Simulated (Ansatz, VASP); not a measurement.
# ZnS: VASP beside Ansatz, part 3 of 3

One calculation is typed for both programs; each brings its own data sets. How far apart do they land? The cell is taken from a series of runs on this material, whose earlier steps may have relaxed, scaled, displaced or heated it; both programs get it as it stands.

VASP 6.6.1 and Ansatz 0.2.0.

So far: The starting structure; VASP: zone-centre phonons, LDA, pair 1; Ansatz: zone-centre phonons, LDA, pair 1; Side by side; Ansatz: zone-centre phonons, LDA, pair 2; VASP: zone-centre phonons, LDA, pair 2.

## Step 8: VASP: zone-centre phonons, LDA, pair 3

Level of this step: LDA; plane waves and PAW (S, Zn) (VASP).

Second derivatives magnify differences that forces hide, and they need a tight electronic threshold. The cell compared in this pair holds 34.92 Å³, against 34.18 Å³ for the pair before.

Contents of INCAR:

```
SYSTEM = ZnS
PREC = Accurate
ENCUT = 500
EDIFF = 1E-08
NELM = 120
ISMEAR = 0
SIGMA = 0.01
LREAL = .FALSE.
ALGO = Normal
GGA = CA
NBANDS = 15
LORBIT = 11
LWAVE = .FALSE.
LCHARG = .FALSE.
ISIF = 2
IBRION = 8
LEPSILON = .TRUE.
LASPH = .TRUE.
GGA_COMPAT = .FALSE.
EFERMI = MIDGAP
KPAR = 2
```

Contents of POSCAR:

```
ZnS
1.0
    0.0000000000      2.5942944669      2.5942944669
    2.5942944669      0.0000000000      2.5942944669
    2.5942944669      2.5942944669      0.0000000000
S Zn
1 1
Direct
    0.0000000000      0.0000000000      0.0000000000
    0.7500000000      0.7500000000      0.7500000000
```

Contents of KPOINTS:

```
Automatic mesh
0
Gamma
12 12 12
0 0 0
```

PAW data sets: S and Zn (LDA family, release 64).

Started as:

```console
$ mpirun -np 2 vasp_std
```

Numbers of over 12 decimals in the logs are rounded to 6 here.

Log:

```text
[... set-up lines as in an earlier step ...]
 entering main loop
       N       E                     dE             d eps       ncg     rms          rms(c)
DAV:   1     0.830929834271E+02    0.83093E+02   -0.85083E+03  2160   0.144E+03
DAV:   2    -0.333370612824E+01   -0.86427E+02   -0.80760E+02  2412   0.271E+02
DAV:   3    -0.856761742797E+01   -0.52339E+01   -0.52069E+01  2643   0.642E+01
DAV:   4    -0.862149885170E+01   -0.53881E-01   -0.53865E-01  2657   0.677E+00
[...]
DAV:  12    -0.816286783537E+01    0.21458E-06   -0.15759E-06  3089   0.245E-02    0.495E-03
DAV:  13    -0.816286785348E+01   -0.18113E-07   -0.19133E-07  2727   0.515E-03    0.126E-03
DAV:  14    -0.816286785282E+01    0.65711E-09   -0.82269E-09  1682   0.951E-04
   1 F= -.81628679E+01 E0= -.81628679E+01  d E =0.000000E+00
 Linear response reoptimize wavefunctions to high precision
DAV:   1    -0.816286785292E+01   -0.10050E-09   -0.10121E-09  2011   0.514E-04
DAV:   2    -0.816286785298E+01   -0.53660E-10   -0.29742E-10  1311   0.155E-04
 Linear response G [H, r] |phi>, progress :
  Direction:   1
[...]
RMM:  11    -0.103654815743E+00   -0.47265E-08   -0.67332E-09 15691   0.334E-05    0.502E-06
 first order change of Fermi-energy   0.28872E+00
 force on displaced ion       1 direction 1 :  -8.332  -0.000  -0.000
 Born effective charge ion    1 direction 1 :  -1.824   0.000   0.000
 Linear response progress:
  Degree of freedom:   2/  2
       N       E                     dE             d eps       ncg     rms          rms(c)
RMM:   1    -0.212231686864E+00   -0.21223E+00    0.13016E-02 11954   0.226E+00
RMM:   2    -0.210170328424E+00    0.20614E-02   -0.31879E-03 13402   0.517E-01    0.138E-01
RMM:   3    -0.210004043377E+00    0.16629E-03   -0.80615E-05 15873   0.765E-02    0.806E-02
RMM:   4    -0.209803148793E+00    0.20089E-03   -0.16201E-05 15845   0.313E-02    0.503E-03
[...]
RMM:   9    -0.209812944836E+00    0.18036E-06   -0.43046E-09 16703   0.907E-05    0.194E-05
RMM:  10    -0.209812883938E+00    0.60898E-07   -0.12207E-08 16545   0.612E-05    0.160E-06
RMM:  11    -0.209812885615E+00   -0.16770E-08   -0.12574E-08 13914   0.492E-05    0.791E-07
 first order change of Fermi-energy  -0.28847E+00
 force on displaced ion       2 direction 1 :  -8.274  -0.000  -0.000
 Born effective charge ion    2 direction 1 :   1.824   0.000   0.000
 Born effective charges drift removed
 Linear response finished
```

OUTCAR, selected parts (step 8):

```text
  Total        1.4064799      1.4064799      1.4064799      0.0000000     -0.0000000     -0.0000000
  in kB       64.5292043     64.5292043     64.5292043      0.0000000     -0.0000000     -0.0000000
  external PRESSURE =      64.5292043 kB  Pullay stress =       0.0000000 kB

 POSITION                                       TOTAL-FORCE (eV/Angst)
 -----------------------------------------------------------------------------------
      0.00000      0.00000      0.00000        -0.000000      0.000000      0.000000
      3.89144      3.89144      3.89144         0.000000     -0.000000     -0.000000
 -----------------------------------------------------------------------------------
    total drift:                                0.000000      0.000000      0.000000

 MACROSCOPIC STATIC DIELECTRIC TENSOR (including local field effects in DFT)
 ------------------------------------------------------
           6.123912     0.000000     0.000000
          -0.000000     6.123912     0.000000
          -0.000000     0.000000     6.123912
 ------------------------------------------------------

 MACROSCOPIC STATIC DIELECTRIC TENSOR IONIC CONTRIBUTION
 ------------------------------------------------------
           2.075394     0.000000    -0.000000
           0.000000     2.075394    -0.000000
          -0.000000    -0.000000     2.075394
 ------------------------------------------------------

[... 1 part as in an earlier step ...]

[... 1 further part left out ...]
```

The dielectric response converges more slowly with the mesh than energies do, so tensor and charges may still move on a finer one.

## Step 9: Ansatz: zone-centre phonons, LDA, pair 3

The same cell, functional (in two slightly different forms) and mesh now go to Ansatz, which takes its cutoff from its data sets.

The cell is taken from a series of runs on this material, whose earlier steps may have relaxed, scaled, displaced or heated it; both programs get it as it stands.

Contents of input.yaml:

```yaml
crystal:
  lattice:
    - [0.0, 2.5942944669, 2.5942944669]
    - [2.5942944669, 0.0, 2.5942944669]
    - [2.5942944669, 2.5942944669, 0.0]
  atoms:
    - { symbol: S, position: [0.0, 0.0, 0.0] }
    - { symbol: Zn, position: [0.75, 0.75, 0.75] }
kpoints:
  mp_grid: { grid: [12, 12, 12] }
hamiltonian:
  xc: lda
  pseudopotentials: { kind: paw, azcp: { folder: soft_1 }, xc_functional: pbe }
scf:
  occupations: { method: fixed }
output:
  eigenvalues: true
phonons:
  method: dfpt
  dielectric: true
  rigid_motions: translations
```

Started as:

```console
$ ansatz run input.yaml --threads 4 --pin off --max-ram 10240MiB --backend cpu --events-out ev --progress --plain --runs-dir out
```

Log:

```text
[...]
Crystal: 2 atoms, lattice volume = 34.921 Å³
Basis set: ecut = 420 eV, 701 PW (Γ), exchange–correlation on 50×50×50 points (8 copies of the dense FFT grid, shifted against one another)
Bands: 13, of which v1, the nominal top of the filled ones, is band 9 counted from 1 (8 counted from 0)
Symmetry: 24 space group operations
k-points: 280 of 1728 (irreducible under 4 space group operations, time reversal used)
[...]
optical modes at Γ + LO–TO along q̂ = [1.0000, 0.0000, 0.0000]:
      ω (cm⁻¹)  modes    IR ((D/Å)²/amu)
[...]
optical modes at Γ + LO–TO along q̂ = [0.0000, 1.0000, 0.0000]:
      ω (cm⁻¹)  modes    IR ((D/Å)²/amu)
        322.72      2             7.0218
        372.66      1             3.5109
  optical modes at Γ + LO–TO along q̂ = [0.0000, 0.0000, 1.0000]:
      ω (cm⁻¹)  modes    IR ((D/Å)²/amu)
        322.72      2             7.0218
        372.66      1             3.5109
[key lines of the parts left out:]
SCF converged after 9 iterations
Free energy (F): -4117.402379 eV
Fermi energy:    7.188456 eV
```

## Step 10: Differences

Both answers:

| quantity | Ansatz | VASP | difference |
| --- | --- | --- | --- |
| ε∞ xx | 6.18 | 6.12 | +0.84 % |
| ε∞ yy | 6.18 | 6.12 | +0.84 % |
| ε∞ zz | 6.18 | 6.12 | +0.84 % |
| Born charge of S1 (mean of the diagonal) (e) | -1.81 | -1.82 | +0.01 |
| Born charge of Zn2 (mean of the diagonal) (e) | 1.81 | 1.82 | -0.01 |
| optical mode 1 to 3 (cm⁻¹) | 322.7 | 324.1 | -0.44 % |

Modes are paired by rising frequency, not by their patterns, so a pair may set unlike modes beside each other; they are those without the splitting of longitudinal modes.

## Step 11: Results

```json
{
 "r.m.s. difference of the optical zone-centre modes, each program's sorted by frequency (zone-centre phonons, LDA, pair 1)": "1.9 cm⁻¹",
 "difference in ε∞ xx (zone-centre phonons, LDA, pair 1)": "+0.9 %",
 "r.m.s. difference of the optical zone-centre modes, each program's sorted by frequency (zone-centre phonons, LDA, pair 2)": "1.7 cm⁻¹",
 "difference in ε∞ xx (zone-centre phonons, LDA, pair 2)": "+0.9 %",
 "r.m.s. difference of the optical zone-centre modes, each program's sorted by frequency (zone-centre phonons, LDA, pair 3)": "1.4 cm⁻¹",
 "difference in ε∞ xx (zone-centre phonons, LDA, pair 3)": "+0.8 %"
}
```

**Reading.** The r.m.s. difference of the optical zone-centre modes, each program's sorted by frequency is 1.9 cm⁻¹ (zone-centre phonons, LDA, pair 1). Among the rows given in per cent, the largest difference of the zone-centre phonons, LDA, pair 1 pair is in ε∞ xx, +0.9 %. Among the rows given in per cent, the largest difference of the zone-centre phonons, LDA, pair 2 pair is in ε∞ xx, +0.9 %. Among the rows given in per cent, the largest difference of the zone-centre phonons, LDA, pair 3 pair is in ε∞ xx, +0.8 %. How closely two codes agree says nothing of how well the functional describes the real material.

[Lines on the potential files, build, host, timing and source positions are cut from VASP's logs without a mark.]

[Logs are printed without paths, hosts, clocks, repeated set-up lines and the standing remarks that a program may print on its own settings, such as how far it seeks lower states.]

[Hosts, paths, dates, database ids (printed as entryN), source tags and the programs' standing remarks are cut or masked in the printed files.]
